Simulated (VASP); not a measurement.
Energy against volume of Na2S (antifluorite). Level of theory: PBEsol GGA, VASP's PBE PAW potentials (set 64) (plane waves; VASP). Run with 520 eV cut-off, 6×6×6 Γ-centred mesh, Gaussian smearing of 0.050 eV, potentials Na_pv S.

```json
[
 {"V (Å³/atom)": "21.640", "E (eV/atom)": "-3.45047"},
 {"V (Å³/atom)": "22.331", "E (eV/atom)": "-3.45661"},
 {"V (Å³/atom)": "23.022", "E (eV/atom)": "-3.45831"},
 {"V (Å³/atom)": "23.712", "E (eV/atom)": "-3.45623"}
]
```

### Question
Fit these four points and predict the energy of the run at 24.403 Å³/atom.

### Answer
A cubic in V^(−2/3), the third-order Birch-Murnaghan form, passes through the four points with V0 = 22.97 Å³/atom and B0 = 29 GPa, and gives -3.4509 eV/atom there. The run gave -3.4509 eV/atom, -0.0 meV/atom from the fit; all five points give B0 = 29 GPa.

The compound is Na2S in the antifluorite structure. It was relaxed first.
